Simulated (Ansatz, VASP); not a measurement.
## Cross-check of Ge (Germanium) between VASP and Ansatz

One calculation is typed for both programs; each brings its own data sets. How far apart do they land? The cell is taken from a series of runs on this material, whose earlier steps may have relaxed, scaled, displaced or heated it; both programs get it as it stands.

Program: Ansatz 0.2.0. Level of theory: plane waves, with VASP 6.6.1 beside it; relaxation of cell and atoms at r2SCAN. Results are calculated unless marked as measured.

**1. Set-up**

The structure is cubic, space group Fd-3m (No. 227). Conventional cell: a = 5.676 Å, b = 5.676 Å, c = 5.676 Å, α = 90.00°, β = 90.00°, γ = 90.00°. Nearest to Ge lie 4 Ge at 2.46 Å.

**2. VASP: relaxation of cell and atoms, r2SCAN**

The relaxed volume is the usual yardstick between codes: in a stiff, nearly cubic crystal its relative difference is about their pressure difference at one cell divided by the bulk modulus.

Lines of VASP's logs that name or quote its potential files are left out, and so is its time.

Contents of INCAR:

```
SYSTEM = Ge
PREC = Accurate
ENCUT = 550
EDIFF = 1E-07
NELM = 120
ISMEAR = -1
SIGMA = 0.15
LREAL = .FALSE.
ALGO = Normal
METAGGA = R2SCAN
LASPH = .TRUE.
NBANDS = 20
LORBIT = 11
LWAVE = .FALSE.
LCHARG = .FALSE.
ISIF = 3
IBRION = 2
NSW = 80
EDIFFG = -0.005
GGA_COMPAT = .FALSE.
NELMIN = 4
EFERMI = MIDGAP
LMIXTAU = .TRUE.
KPAR = 2
```

Contents of POSCAR:

```
Ge
1.0
    0.0000000000      2.8378650000      2.8378650000
    2.8378650000      0.0000000000      2.8378650000
    2.8378650000      2.8378650000      0.0000000000
Ge
2
Direct
    0.0000000440      0.0000000440      0.0000002203
    0.2500000440      0.2500000440      0.2500002203
```

Contents of KPOINTS:

```
Automatic mesh
0
Gamma
16 16 16
0 0 0
```

The projector-augmented-wave data sets are Ge_d (PBE family, release 64).

Started as:

```bash
> mpirun -np 2 vasp_std
```

Numbers of over 12 decimals in the logs are rounded to 6 here.

What it wrote:

```text
[banner, memory and clock lines left out]
running    2 mpi-ranks, on    1 nodes
 distrk:  each k-point on    1 cores,    2 groups
 distr:  one band on    1 cores,    1 groups

 POSCAR found type information on POSCAR Ge
 POSCAR found :  1 types and       2 ions
|                                                                             |
|               ----> ADVICE to this user running VASP <----                  |
|                                                                             |
|     You enforced a specific xc type in the INCAR file but a different       |
|     [... a line on the potential file left out ...]
|     I HOPE YOU KNOW WHAT YOU ARE DOING!                                     |
|                                                                             |

 LDA part: xc-table for (None), standard interpolation
 POSCAR, INCAR and KPOINTS ok, starting setup
 FFT: planning ... GRIDC
 FFT: planning ... GRID_SOFT
 FFT: planning ... GRID
 WAVECAR not read
 entering main loop
       N       E                     dE             d eps       ncg     rms          rms(c)
DAV:   1     0.168047222742E+03    0.16805E+03   -0.15632E+04  6272   0.403E+03
DAV:   2    -0.355911574819E+01   -0.17161E+03   -0.16728E+03  5808   0.637E+02
DAV:   3    -0.295513267463E+02   -0.25992E+02   -0.25768E+02  6520   0.151E+02
DAV:   4    -0.304261841566E+02   -0.87486E+00   -0.87397E+00  6596   0.323E+01
DAV:   5    -0.304415365943E+02   -0.15352E-01   -0.15352E-01  6468   0.463E+00    0.331E+00
DAV:   6    -0.277517296247E+02    0.26898E+01   -0.36675E-01  6380   0.108E+01    0.193E+00
DAV:   7    -0.279946748093E+02   -0.24295E+00   -0.32202E-01  7660   0.856E+00    0.331E-01
DAV:   8    -0.277526561472E+02    0.24202E+00   -0.12113E-01  6436   0.497E+00    0.122E-01
DAV:   9    -0.277435371299E+02    0.91190E-02   -0.50130E-03  6272   0.761E-01    0.107E-01
DAV:  10    -0.277335684359E+02    0.99687E-02   -0.14730E-02  6976   0.180E+00    0.582E-02
DAV:  11    -0.277461779568E+02   -0.12610E-01   -0.59564E-03  5816   0.691E-01    0.227E-02
DAV:  12    -0.277467875910E+02   -0.60963E-03   -0.18544E-04  6372   0.152E-01    0.150E-02
DAV:  13    -0.277468281155E+02   -0.40525E-04   -0.51117E-05  6376   0.806E-02    0.941E-03
DAV:  14    -0.277468064223E+02    0.21693E-04   -0.19617E-05  5976   0.376E-02    0.523E-03
DAV:  15    -0.277468493561E+02   -0.42934E-04   -0.14180E-05  5988   0.411E-02    0.107E-03
DAV:  16    -0.277468525495E+02   -0.31934E-05   -0.24351E-06  5868   0.133E-02    0.821E-04
DAV:  17    -0.277468538860E+02   -0.13364E-05   -0.16702E-07  5376   0.454E-03    0.654E-04
DAV:  18    -0.277468543875E+02   -0.50152E-06   -0.42899E-07  4768   0.525E-03    0.232E-04
DAV:  19    -0.277468546389E+02   -0.25141E-06   -0.19144E-08  3772   0.151E-03    0.148E-04
DAV:  20    -0.277468544298E+02    0.20908E-06   -0.39376E-09  3200   0.707E-04    0.110E-04
DAV:  21    -0.277468544315E+02   -0.16571E-08   -0.31206E-09  3104   0.601E-04
   1 F= -.27746854E+02 E0= -.27744967E+02  d E =-.277469E+02
 curvature:   0.00 expect dE= 0.000E+00 dE for cont linesearch  0.000E+00
 trial: gam= 0.00000 g(F)=  0.612E-41 g(S)=  0.125E-03 ort = 0.000E+00 (trialstep = 0.100E+01)
 search vector abs. value=  0.125E-03
 bond charge predicted
       N       E                     dE             d eps       ncg     rms          rms(c)
DAV:   1    -0.277495879086E+02   -0.27335E-02   -0.35719E-02  7996   0.378E+00    0.307E-01
DAV:   2    -0.277475770729E+02    0.20108E-02   -0.23574E-03  7624   0.977E-01    0.156E-01
DAV:   3    -0.277468717947E+02    0.70528E-03   -0.10457E-03  7676   0.576E-01    0.357E-02
DAV:   4    -0.277468206591E+02    0.51136E-04   -0.11037E-04  7180   0.190E-01    0.121E-02
DAV:   5    -0.277468198471E+02    0.81192E-06   -0.40466E-05  5824   0.683E-02    0.407E-03
DAV:   6    -0.277468394940E+02   -0.19647E-04   -0.41700E-05  5816   0.676E-02    0.257E-03
DAV:   7    -0.277468677228E+02   -0.28229E-04   -0.10161E-05  5848   0.310E-02    0.107E-03
DAV:   8    -0.277468685496E+02   -0.82684E-06   -0.89510E-08  5464   0.436E-03    0.966E-05
DAV:   9    -0.277468685426E+02    0.69813E-08   -0.96297E-09  3188   0.117E-03
   2 F= -.27746869E+02 E0= -.27744949E+02  d E =-.141111E-04
 trial-energy change:   -0.000014  1 .order   -0.000036   -0.000125    0.000053
 step:   0.5182(harm=  0.7025)  dis= 0.00000  next Energy=   -27.746884 (dE=-0.293E-04)
 bond charge predicted
       N       E                     dE             d eps       ncg     rms          rms(c)
DAV:   1    -0.277475041735E+02   -0.63562E-03   -0.82446E-03  7996   0.180E+00    0.148E-01
DAV:   2    -0.277470499385E+02    0.45423E-03   -0.54870E-04  7616   0.474E-01    0.752E-02
DAV:   3    -0.277468971093E+02    0.15283E-03   -0.24018E-04  7680   0.277E-01    0.174E-02
DAV:   4    -0.277468789527E+02    0.18157E-04   -0.25340E-05  7184   0.912E-02    0.580E-03
DAV:   5    -0.277468758514E+02    0.31013E-05   -0.89267E-06  5824   0.322E-02    0.196E-03
DAV:   6    -0.277468790177E+02   -0.31663E-05   -0.90773E-06  5816   0.316E-02    0.120E-03
DAV:   7    -0.277468848703E+02   -0.58526E-05   -0.22470E-06  5840   0.147E-02    0.478E-04
DAV:   8    -0.277468845901E+02    0.28019E-06   -0.19911E-08  4072   0.198E-03    0.533E-05
DAV:   9    -0.277468845820E+02    0.80518E-08   -0.24275E-09  3064   0.561E-04
   3 F= -.27746885E+02 E0= -.27744981E+02  d E =-.301505E-04
 curvature:  -0.22 expect dE=-0.909E-06 dE for cont linesearch -0.909E-06
 trial: gam=-0.14986 g(F)=  0.130E-40 g(S)=  0.420E-05 ort = 0.229E-04 (trialstep = 0.904E+00)
 search vector abs. value=  0.142E-06
 reached required accuracy - stopping structural energy minimisation
```

Parts of OUTCAR (step 2):

```text
ion  position               nearest neighbor table
   1  0.000  0.000  0.000-   2 2.46   2 2.46   2 2.46   2 2.46
   2  0.250  0.250  0.250-   1 2.46   1 2.46   1 2.46   1 2.46

  LATTYP: Found a face centered cubic cell.
 ALAT       =     5.6757300000

 Subroutine GETGRP returns: Found 48 space group operations
 (whereof 24 operations were pure point group operations)

The static configuration has the point symmetry T_d .
 The point group associated with its full space group is O_h .

 Found    145 irreducible k-points:

   k-points           NKPTS =    145   k-points in BZ     NKDIM =    145   number of bands    NBANDS=     20

   dimension x,y,z NGX =    32 NGY =   32 NGZ =   32
   dimension x,y,z NGXF=    64 NGYF=   64 NGZF=   64

   ENCUT  =  550.0 eV  40.42 Ry    6.36 a.u.   7.67  7.67  7.67*2*pi/ulx,y,z

   NELECT =      28.0000    total number of electrons

 k-points in reciprocal lattice and weights: Automatic mesh
   0.00000000  0.00000000  0.00000000       0.000
   0.06250000  0.00000000  0.00000000       0.002
   0.12500000  0.00000000  0.00000000       0.002
   0.18750000  0.00000000  0.00000000       0.002
   0.25000000  0.00000000  0.00000000       0.002
   0.31250000  0.00000000  0.00000000       0.002
   0.37500000  0.00000000  0.00000000       0.002
   0.43750000  0.00000000  0.00000000       0.002
   0.50000000  0.00000000  0.00000000       0.001
[...]
-0.31250000  0.50000000  0.18750000       0.003
  -0.25000000  0.50000000  0.25000000       0.001

 average (electrostatic) potential at core
       1 -79.5459       2 -79.5459

 E-fermi :   4.9099

 k-point     1 :       0.0000    0.0000    0.0000
  band No.  band energies     occupation
    ...
     11      -8.5261      2.00000
     12       4.6916      1.62157
     13       4.6916      1.62157
     14       4.6916      1.62157
     15       4.9894      0.74079
     16       7.4012      0.00000
     17       7.4013      0.00000
     18       7.4013      0.00000
     19      11.7242      0.00000
     20      14.6002      0.00000

 k-point     2 :       0.0625    0.0000    0.0000
  band No.  band energies     occupation
    ...
     10     -20.5145      2.00000
     11      -8.4764      2.00000
     12       3.6187      1.99963
     13       4.5900      1.78807
     14       4.5900      1.78807
     15       5.7236      0.00877
     16       7.5370      0.00000
     17       7.5370      0.00000
     18       7.6337      0.00000
     19      11.9793      0.00000
    ...

 k-point     3 :       0.1250    0.0000    0.0000
  band No.  band energies     occupation
    ...
     10     -20.5091      2.00000
     11      -8.3284      2.00000
     12       2.3359      2.00000
     13       4.3443      1.95495
     14       4.3443      1.95495
     15       5.9435      0.00203
     16       7.8677      0.00000
     17       7.8677      0.00000
     18       8.4347      0.00000
     19      12.6315      0.00000
    ...

  Total        0.0076193      0.0076193      0.0076193     -0.0000000      0.0000000      0.0000000
  in kB        0.2666521      0.2666521      0.2666521     -0.0000000      0.0000000      0.0000000
  external PRESSURE =       0.2666521 kB  Pullay stress =       0.0000000 kB

  energy-cutoff  :      550.00
  volume of cell :       45.78
      direct lattice vectors                 reciprocal lattice vectors
    -0.000000000  2.839337589  2.839337589    -0.176097412  0.176097412  0.176097412
     2.839337589  0.000000000  2.839337589     0.176097412 -0.176097412  0.176097412
     2.839337589  2.839337589  0.000000000     0.176097412  0.176097412 -0.176097412

 POSITION                                       TOTAL-FORCE (eV/Angst)
 -----------------------------------------------------------------------------------
      0.00000      0.00000      0.00000        -0.000000     -0.000000     -0.000000
      1.41967      1.41967      1.41967         0.000000      0.000000      0.000000
 -----------------------------------------------------------------------------------
    total drift:                               -0.000341     -0.000341      0.000111

  FREE ENERGIE OF THE ION-ELECTRON SYSTEM (eV)
  ---------------------------------------------------
  free  energy   TOTEN  =       -27.7468845820 eV

  energy  without entropy=      -27.7430767712  energy(sigma->0) =      -27.74498068

 reached required accuracy - stopping structural energy minimisation

 total charge
# of ion       s       p       d       tot
------------------------------------------
    1        1.105   1.279  10.021  12.406
    2        1.105   1.279  10.021  12.406
--------------------------------------------------
tot          2.211   2.559  20.042  24.811

[... 3 further parts left out ...]
```

The gap is under twice the smearing width, so the edge states are partly filled and the run can't tell a small gap from a semimetal.

**3. Ansatz: relaxation of cell and atoms, r2SCAN**

Ansatz runs on its PAW soft_1 files.

The same cell, functional, mesh and smearing now go to Ansatz, which takes its cutoff from its data sets.

Contents of input.yaml:

```yaml
crystal:
  lattice:
    - [0.0, 2.8378650431, 2.8378650431]
    - [2.8378650431, 0.0, 2.8378650431]
    - [2.8378650431, 2.8378650431, 0.0]
  atoms:
    - { symbol: Ge, position: [0.0, 0.0, 0.0] }
    - { symbol: Ge, position: [0.25, 0.25, 0.25] }
kpoints:
  mp_grid: { grid: [16, 16, 16] }
hamiltonian:
  xc: r2scan
  pseudopotentials: { kind: paw, azcp: { folder: soft_1 } }
scf:
  occupations: { method: fermi_dirac, width: 0.15 }
output:
  forces: true
  stress: true
  eigenvalues: true
relax:
  adjacent_minimum: "off"
  f_tol: 0.001
  max_steps: 60
  cell: { stress_tol: 0.01 }
```

Started as:

```bash
> ansatz run input.yaml --threads 8 --pin off --max-ram 15360MiB --backend cpu --events-out ev --progress --plain --runs-dir out
```

What it wrote:

```text
Engine: ansatz 0.2.0, aarch64-unknown-linux-gnu
Pseudopotentials: kind: paw
Pseudopotential: Ge, paw, valence charge 14, recommended cutoff 500 eV (meta_gga), soft_1/Ge.paw.azcp
Functional definition: r2SCAN
  parameter k0 = 0.174
  parameter k1 = 0.065
  parameter a1 = 4.9479
  exchange = r2scan_x(k0 = k0, k1 = k1, a1 = a1)
  correlation = r2scan_c
Crystal: 2 atoms, lattice volume = 45.709 Å³
Basis set: ecut = 500 eV, 1211 PW (Γ), exchange–correlation on 120×120×120 points (64 copies of the dense FFT grid, shifted against one another)
Bands: 18, of which v1, the nominal top of the filled ones, is band 14 counted from 1 (13 counted from 0)
Symmetry: 48 space group operations
Space group: Fd-3m (ITA 227), of the structure as read, at distance tolerance 3.6e-5 Å
k-points: 145 of 4096
Non-local potential: Ge, projectors of the file, l = 0: 2, l = 1: 2, l = 2: 3, l = 3: 1
PAW form: soft (Blöchl's): semilocal exchange-correlation on the pseudo side does not see the compensation charge
PAW frozen core: Ge, regenerated for the run's functional (the file was generated under x = pbe(κ = 0.804, μ = 0.219515), c = pbe(β = 0.066725))
PAW one-centre angular grid: Ge, 590 points (default); XC on 160 Gauss nodes
Initial density: superposition of atomic densities (chi_scale 0.1, normalization cell)
Initial wavefunctions: pseudopotential atomic-orbital guess
Functional: x = r2scan, c = r2scan; τ floored in thin density (d = 2e-4 eV/Å³)
iter 1 solved again at ethr=1.68e-3 eV; its pass at ethr=3.10e-3 eV (dr2=4.71e-1 eV) is discarded
SCF iter   1: F=—  HF=-8605.763023 eV  |F-HF|=—  |Δ(HF+E_count)|=         —  Δρ=3.71e-2  dr2=4.73e-1  dr2_τ=4.43e-3  ethr=1.68e-3  ⟨swp⟩=1.0  Hψ=16015  notcnv=0
preconditioner: auto → Kerker (q_TF=auto, 2.514 Å⁻¹)  [metal: Δε(μ)=0.280 eV  Ē_g=24.302 eV  σ=0.150 eV  W_gap=0.43  n_scr=14 (ndim 8)  ℏωp=29.1 eV  f_vac=0.000  D(μ)=0.04/eV (n_scr^D=0)]
SCF iter   2: F=—  HF=-8605.801895 eV  |F-HF|=—  |Δ(HF+E_count)|=   3.89e-2  Δρ=2.46e-2  dr2=2.41e-1  dr2_τ=1.02e-3  ethr=1.68e-3  ⟨swp⟩=1.0  Hψ=2610  notcnv=0
SCF iter   3: F=—  HF=-8605.834114 eV  |F-HF|=—  |Δ(HF+E_count)|=   3.22e-2  Δρ=4.46e-3  dr2=1.98e-2  dr2_τ=7.30e-5  ethr=8.60e-4  ⟨swp⟩=2.0  Hψ=3130  notcnv=0
SCF iter   4: F=—  HF=-8605.830668 eV  |F-HF|=—  |Δ(HF+E_count)|=   3.45e-3  Δρ=3.41e-3  dr2=7.20e-3  dr2_τ=3.16e-5  ethr=7.06e-5  ⟨swp⟩=2.0  Hψ=4544  notcnv=0
SCF iter   5: F=—  HF=-8605.832025 eV  |F-HF|=—  |Δ(HF+E_count)|=   1.36e-3  Δρ=6.25e-4  dr2=5.65e-5  dr2_τ=3.13e-6  ethr=2.57e-5  ⟨swp⟩=3.0  Hψ=4903  notcnv=0
SCF iter   6: F=—  HF=-8605.832124 eV  |F-HF|=—  |Δ(HF+E_count)|=   9.85e-5  Δρ=1.90e-4  dr2=1.18e-5  dr2_τ=1.13e-7  ethr=2.02e-7  ⟨swp⟩=2.0  Hψ=4640  notcnv=0
SCF iter   7: F=—  HF=-8605.832134 eV  |F-HF|=—  |Δ(HF+E_count)|=   9.64e-6  Δρ=3.27e-5  dr2=2.97e-7  dr2_τ=5.74e-9  ethr=4.22e-8  ⟨swp⟩=2.0  Hψ=3194  notcnv=0
SCF iter   8: F=-8605.832134 eV  HF=-8605.832134 eV  |F-HF|=6.52e-9  |Δ(HF+E_count)|=   3.02e-7  Δρ=4.57e-6  dr2=6.79e-9  dr2_τ=1.91e-10  ethr=3.57e-10  ⟨swp⟩=5.7  Hψ=11983  notcnv=0
SCF 1 converged in 8 iterations: F = -8605.832134 eV  dr2 = 6.79e-9
  greatest PAW one-centre occupation: 0.998 electrons in one spin orbital (limit 2), on the Ge atom at site 1 (counted from 0), in its partial waves of l = 2
relax step   1: F+E_penalty+E_count = -8605.83213392 eV  Δ(F+E_penalty+E_count) = +0.000e0 eV  max|allowed force component| = 1.156e-18 eV/Å  Δτ_max = 0.0000 Å  P = -0.042 GPa  Ω = 45.709 Å³  (8 SCF iters, dr2 threshold 1.00e-7 eV, accepted)
[...]
relax step   2: F+E_penalty+E_count = -8605.83214093 eV  Δ(F+E_penalty+E_count) = -7.010e-6 eV  max|allowed force component| = 6.476e-17 eV/Å  Δτ_max = 0.0000 Å  P = -0.006 GPa  Ω = 45.686 Å³  energy of the carried Pulay correction = +3.470e-6 eV  (4 SCF iters, dr2 threshold 4.48e-9 eV, accepted)
[...]
relax step   3: F+E_penalty+E_count = -8605.83213786 eV  Δ(F+E_penalty+E_count) = +3.063e-6 eV  max|allowed force component| = 2.891e-17 eV/Å  Δτ_max = 0.0000 Å  P = -0.006 GPa  Ω = 45.686 Å³  stress off target by 5.86e-3 GPa  SCF on the basis re-selected at this cell (its energy is not comparable with the rows above)  (5 SCF iters)
basis re-selected at this cell: Δ(F+E_penalty+E_count) = +3.063e-6 eV, ΔP = -0.000 GPa vs the last step (what re-selecting the basis moved, of the pressure what is left beyond the Pulay correction that the steps carried, after the strain that the cell walked since its last selection, with what the two solves' SCF thresholds leave and, on support functions, any second-order correction that the steps lacked; it is no m [...]
SCF converged after 5 iterations
Free energy (F): -8605.832138 eV
Harris-Foulkes:  -8605.832138 eV  (|F-HF|=3.64e-12)
Internal energy: -8605.828521 eV  (E = F + TS)
E sigma→0 (E₀):  -8605.830329 eV
Entropy (-TS):   -0.003617 eV (-1.809 meV/atom)
Fermi energy:    8.456535 eV
--- Per-component energies (eV) ---
  E_band       = -321.831383
  E_kinetic    = 184.820325
  E_local      = -4515.269280  (includes V_loc(G=0)·N_el)
  E_nonlocal   = 436.608697
  E_hartree    = 2153.583908
  E_xc         = -131.730248
  E_vxc        = -136.643741  (∫ρ·V_xc dr)
  E_paw        = -4052.554381  (= ΣΔE_a)
  E_vpaw       = -605.675433  (= ΣTr[D̂ρ^β])
  E_aug_tail   = -0.000009  (compensation charges beyond the density's cutoff)
  E_vtau       = 7.160241  (kinetic-family band-sum trace: ∫τ·v_τ [+ j·A + Jᵃ·Aᵃ] dr)
  E_ewald      = -2679.116012
  E_core_change = -2.171521  (= ΣΔE_core)
  E_smearing   = -0.003617  (= −TS)
  E_closure    = 0.000000  (closes the sum)
  Σ components = -8605.832138   (vs F -8605.832138, Δ=0.00e0)
--- Forces (eV/Å), atoms counted from 1 ---
  atom   1  Ge    -0.00000000     0.00000000    -0.00000000
  atom   2  Ge     0.00000000    -0.00000000     0.00000000
  max |Σ_I F_I| component: 4.39e-17 eV/Å
--- Stress (GPa, compression-positive) ---
       -0.005855       0.000000      -0.000000
       -0.000000      -0.005855      -0.000000
        0.000000       0.000000      -0.005855
  P = ⅓ Tr σ = -0.0059 GPa (-0.059 kbar)
--- Band table (eV; the first three rows and the last of 145) ---
  k-point 0: bands = [... 10 lower, -4.9998, 8.2255, 8.2255, 8.2255, 8.5797, 10.9500, 10.9500, 10.9500]
  k-point 1: bands = [... 10 lower, -4.9501, 7.1697, 8.1240, 8.1240, 9.2962, 11.0857, 11.0857, 11.1830]
  k-point 2: bands = [... 10 lower, -4.8018, 5.8832, 7.8784, 7.8784, 9.5132, 11.4166, 11.4166, 11.9904]
  k-point 144: bands = [... 10 lower, -0.8485, -0.8485, 4.2179, 4.2179, 12.8915, 12.8915, 13.2855, 13.2855]
--- Relaxed structure (2 steps of the walk, 2 accepted, 1 SCFs on fresh bases) ---
  F+E_penalty+E_count = -8605.83213786 eV   max|allowed force component| = 2.891e-17 eV/Å   (the final SCF, on the basis selected at the relaxed cell)
  cell:  # Å, volume = 45.6858 Å³
    - [0, 2.837377, 2.837377]
    - [2.837377, 0, 2.837377]
    - [2.837377, 2.837377, 0]
  atoms:
    - { symbol: Ge, position: [0, 0, 0] }
    - { symbol: Ge, position: [0.250000, 0.250000, 0.250000] }
```

The column dr2 measures how far the density is from self-consistency, as an energy; F and HF (Harris–Foulkes) agree once it is small.

**4. Side by side**

Known differences besides the potentials themselves: VASP keeps PBE cores, Ansatz makes them for the functional; the cutoff is 500 eV in Ansatz and 550 eV in VASP; Ansatz adds a Pulay correction to the stress that steers its cell, VASP none. Total energies have different zeros and are not compared.

Both answers:

| quantity | Ansatz | VASP | difference |
| --- | --- | --- | --- |
| volume (Å³) | 45.69 | 45.78 | -0.21 % |
| edge a after relaxation, in the typed setting (Å) | 4.013 | 4.015 | -0.07 % |

**5. Outcome**

```json
{
 "difference in volume (relaxation of cell and atoms, r2SCAN)": "-0.21 %"
}
```

In words: The difference in volume is -0.21 % (relaxation of cell and atoms, r2SCAN), within the 1.2 % picked in this series as the mark of a large difference, as far as the stopping tolerances let one tell. Such differences can come from data sets, numerical settings and the points named under the comparisons, not from the functional's error against experiment.

[Lines on the potential files, build, host, timing and source positions are cut from VASP's logs without a mark.]

[Logs are printed without paths, hosts, clocks, repeated set-up lines and the standing remarks that a program may print on its own settings, such as how far it seeks lower states.]

[Hosts, paths, dates, database ids (printed as entryN), source tags and the programs' standing remarks are cut or masked in the printed files.]
